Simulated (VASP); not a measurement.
Calculation: PBE GGA, VASP's PBE PAW potentials (set 64) (plane waves; VASP 6.6.1).

Input for VASP

KPOINTS:
```
Automatic
0
Gamma
  8 8 7
0 0 0
```

POSCAR:
```
TiB2
1
    1.5150000000    -2.6240570000     0.0000000000
    1.5150000000     2.6240570000     0.0000000000
    0.0000000000     0.0000000000     3.2300000000
Ti B
1 2
Direct
 -0.0093280000  -0.0017400000   0.0035360000
  0.3360130000   0.6539170000   0.4790170000
  0.6733150000   0.3478230000   0.5174470000
```

### KPOINTS_OPT
```
k-points along high-symmetry lines
8
Line-mode
Reciprocal
  0.000000   0.000000   0.000000 ! GAMMA
 -0.500000   0.500000   0.000000 ! X

  0.000000   0.000000   0.500000 ! Y
  0.000000   0.000000   0.000000 ! GAMMA

  0.000000   0.000000   0.000000 ! GAMMA
  0.000000   0.500000   0.000000 ! Z

  0.500000   0.000000  -0.500000 ! R_2
  0.000000   0.000000   0.000000 ! GAMMA

  0.000000   0.000000   0.000000 ! GAMMA
  0.000000   0.500000  -0.500000 ! T_2

  0.500000   0.000000   0.000000 ! U_2
  0.000000   0.000000   0.000000 ! GAMMA

  0.000000   0.000000   0.000000 ! GAMMA
 -0.500000   0.500000  -0.500000 ! V_2
```

INCAR:
```
ALGO=Normal
EDIFF=1E-6
ENCUT=400
GGA=PE
ISIF=2
ISMEAR=0
LASPH=T
LCHARG=F
LMAXMIX=4
LREAL=F
LWAVE=F
NELM=100
PREC=Accurate
SIGMA=0.2
SYSTEM=TiB2
```

POTCAR, in this order: Ti_sv B (PBE.64 set). Program: vasp_std.

Problem. What does the run give for the energy per atom (σ→0), largest force, band gap (over mesh and band path)?

Solution. 
```
Property                                                               Value
----------------------------------  ----------------------------------------
energy per atom (σ→0)                                         -8.107 eV/atom
band gap (over mesh and band path)  none (metal, semimetal or under 0.01 eV)
largest force                                                0.02993 Ha/bohr
```

**OSZICAR**
```
...
DAV:   8    -0.243323578491E+02   -0.60406E-02   -0.16699E-01  8604   0.379E+00    0.758E-01
DAV:   9    -0.243256938602E+02    0.66640E-02   -0.69455E-02  7912   0.352E+00    0.285E-01
DAV:  10    -0.243249829927E+02    0.71087E-03   -0.47671E-03  7219   0.940E-01    0.592E-02
DAV:  11    -0.243249939791E+02   -0.10986E-04   -0.30966E-04  8667   0.215E-01    0.487E-02
DAV:  12    -0.243249772604E+02    0.16719E-04   -0.10462E-04  7534   0.139E-01    0.104E-02
DAV:  13    -0.243249767011E+02    0.55924E-06   -0.77932E-06  6947   0.364E-02
   1 F= -.24324977E+02 E0= -.24322365E+02  d E =-.522343E-02
       N       E                     dE             ncg
```

The structure is a typed TiB2 crystal. The cell was not relaxed at this level, atoms are displaced from their ideal sites.
